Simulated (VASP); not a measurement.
A convergence study with VASP on Ni (space group Fm-3m): one setting is varied, all else stays as given below, so the limit is that of these other settings. Each run relaxes cell and ions from the cell shown. The basis is that of the starting cell, so low cut-offs carry a Pulay error.

```xyz
1
Lattice="0.0000 1.7547 1.7547 1.7547 0.0000 1.7547 1.7547 1.7547 0.0000" Properties=species:S:1:pos:R:3 pbc="T T T"
Ni     0.0000     0.0000     0.0000
```
Starting moments (μB, in the order of the record's atoms Ni): 1.0.

These are PBE GGA, VASP's PBE PAW potentials (set 64) (plane waves; VASP) values and carry that method's errors. The tightest run used: 600 eV cut-off, 16×16×16 Γ-centred mesh, Gaussian smearing of 0.10 eV, potentials Ni.

Problem. The settings run are ENCUT = 210; ENCUT = 255; ENCUT = 300; ENCUT = 360; ENCUT = 450; ENCUT = 600. From which on does the relaxed volume stay within 0.1 Å³/atom of the tightest run?

Solution. From ENCUT = 300 on: it is off by 0.019 there and by no more than 0.1 in any finer run, while ENCUT = 255 is off by 0.400.
| setting | relaxed volume (Å³/atom) | E (eV/atom) | moment (μB) | plane waves | difference judged (Å³/atom) |
|---|---|---|---|---|---|
| ENCUT = 210 | 9.410 | -5.5164 | 0.000 | 80 | 1.457 |
| ENCUT = 255 | 10.468 | -5.4594 | 0.586 | 113 | 0.400 |
| ENCUT = 300 | 10.849 | -5.4808 | 0.595 | 138 | 0.019 |
| ENCUT = 360 | 10.841 | -5.4750 | 0.595 | 177 | 0.027 |
| ENCUT = 450 | 10.861 | -5.4705 | 0.595 | 259 | 0.007 |
| ENCUT = 600 | 10.868 | -5.4703 | 0.595 | 371 | 0.000 |

Left out are rungs that failed or repeat a setting and relaxations that didn't move; long series are thinned to 24 rows.

The structure is a typed Ni crystal (space group no. 225).
